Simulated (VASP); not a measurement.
An input for Quantum ESPRESSO's pw.x (written as the equivalent of a VASP run, and not itself run):

```
&CONTROL
  calculation = 'vc-relax'
  pseudo_dir = './pseudo'
  outdir = './out'
  tprnfor = .true.
  tstress = .true.
  nstep = 40
  forc_conv_thr = 0.00078
/
&SYSTEM
  ibrav = 0
  nat = 2
  ntyp = 2
  ecutwfc = 74
  occupations = 'smearing'
  smearing = 'gaussian'
  degauss = 0.003675
  input_dft = 'pz'
/
&ELECTRONS
  conv_thr = 7.3e-08
  electron_maxstep = 100
/
&IONS
/
&CELL
  press = 200
/
ATOMIC_SPECIES
  Li 6.940 Li.upf
  Cl 35.450 Cl.upf
CELL_PARAMETERS angstrom
     0.0000000    2.2663586    2.2663586
     2.2663586    0.0000000    2.2663586
     2.2663586    2.2663586    0.0000000
ATOMIC_POSITIONS crystal
  Li   0.0000000  0.0000000  0.0000000
  Cl   0.5000000  0.5000000  0.5000000
K_POINTS automatic
  10 10 10 0 0 0
```

Question: Write the VASP files for the same calculation (LDA).

Answer: This is not unique; one that fits is 
**KPOINTS**
```
Automatic mesh
0
Gamma
10 10 10
0 0 0
```

INCAR:
```
NELM = 100   # most electronic steps
PSTRESS = 200   # kbar
PREC = Accurate
EDIFFG = -0.02
SIGMA = 0.05   # width (eV)
ALGO = Normal
LWAVE = F
NSW = 40   # most ionic steps
EDIFF = 1E-6
ENCUT = 620   # plane-wave cut-off (eV)
LCHARG = F
ISIF = 3   # ions, shape and volume
LREAL = F   # projection in real space or not
SYSTEM = LiCl
IBRION = 2
LASPH = T   # aspherical one-centre terms
ISMEAR = 0   # Gaussian
```

POSCAR:
```
LiCl
1
    0.0000000000     2.2663585906     2.2663585906
    2.2663585906     0.0000000000     2.2663585906
    2.2663585906     2.2663585906     0.0000000000
Li Cl
1 1
Direct
  0.0000000000   0.0000000000   0.0000000000
  0.5000000000   0.5000000000   0.5000000000
```

POTCAR, in this order: Li_sv Cl (LDA.64 set). Program: vasp_std.

Limits of the translation: the potentials are each code's own (VASP's PAW set, PseudoDojo norm-conserving files in pw.x), so ENCUT and ecutwfc are chosen apart and not converted; conv_thr bounds pw.x's estimated SCF error, while EDIFF bounds the energy change between steps; forc_conv_thr acts on force components and is met together with etot_conv_thr.

The compound is LiCl in the rock salt structure. It was relaxed first under an external pressure of 20 GPa.
